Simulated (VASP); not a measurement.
VASP ran on this input.

### POSCAR
```
CdSe
1
    2.1959866943    -3.8035602759     0.0000000000
    2.1959866943     3.8035602759     0.0000000000
    0.0000000000     0.0000000000     7.1627188688
Cd Se
2 2
Direct
  0.6666670000   0.3333330000   0.5000300930
  0.3333330000   0.6666670000   0.0000300930
  0.6666670000   0.3333330000   0.8759699070
  0.3333330000   0.6666670000   0.3759699070
```

File KPOINTS:
```
Automatic mesh
0
Gamma
6 6 4
0 0 0
```

**INCAR**
```
# general
SYSTEM =CdSe
PREC   =Accurate
ENCUT  =520   # plane-wave cut-off (eV)
LREAL  =F   # projection in real space or not
LASPH  =T

# electronic loop
EDIFF  =1E-6
NELM   =100
ALGO   =Normal
LMAXMIX=4   # l cut-off of mixed one-centre charges

# smearing
ISMEAR =0
SIGMA  =0.05

# functional
GGA    =PE

# ions
IBRION =2
NSW    =60
ISIF   =3
EDIFFG =-0.01

# output
LWAVE  =F
LCHARG =F
```

POTCAR, in this order: Cd Se (PBE.64 set). Program: vasp_std.

Question: Translate this PBE calculation to Quantum ESPRESSO's pw.x.

Answer: One equivalent input (not run):
```
&CONTROL
  calculation = 'vc-relax'
  pseudo_dir = './pseudo'
  outdir = './out'
  tprnfor = .true.
  tstress = .true.
  nstep = 60
  forc_conv_thr = 0.00039
/
&SYSTEM
  ibrav = 0
  nat = 4
  ntyp = 2
  ecutwfc = 102
  occupations = 'smearing'
  smearing = 'gaussian'
  degauss = 0.003675
  input_dft = 'pbe'
/
&ELECTRONS
  conv_thr = 7.3e-08
  electron_maxstep = 100
/
&IONS
/
&CELL
/
ATOMIC_SPECIES
  Cd 112.414 Cd.upf
  Se 78.971 Se.upf
CELL_PARAMETERS angstrom
     2.1959867   -3.8035603    0.0000000
     2.1959867    3.8035603    0.0000000
     0.0000000    0.0000000    7.1627189
ATOMIC_POSITIONS crystal
  Cd   0.6666670  0.3333330  0.5000301
  Cd   0.3333330  0.6666670  0.0000301
  Se   0.6666670  0.3333330  0.8759699
  Se   0.3333330  0.6666670  0.3759699
K_POINTS automatic
  6 6 4 0 0 0
```
What does not carry over: the potentials are each code's own (VASP's PAW set, PseudoDojo norm-conserving files in pw.x), so ENCUT and ecutwfc are chosen apart and not converted; conv_thr bounds pw.x's estimated SCF error, while EDIFF bounds the energy change between steps; forc_conv_thr acts on force components and is met together with etot_conv_thr.

The compound is CdSe in the wurtzite structure. It was relaxed first, which changed the volume by +7 %. The start is the result of an earlier pass.
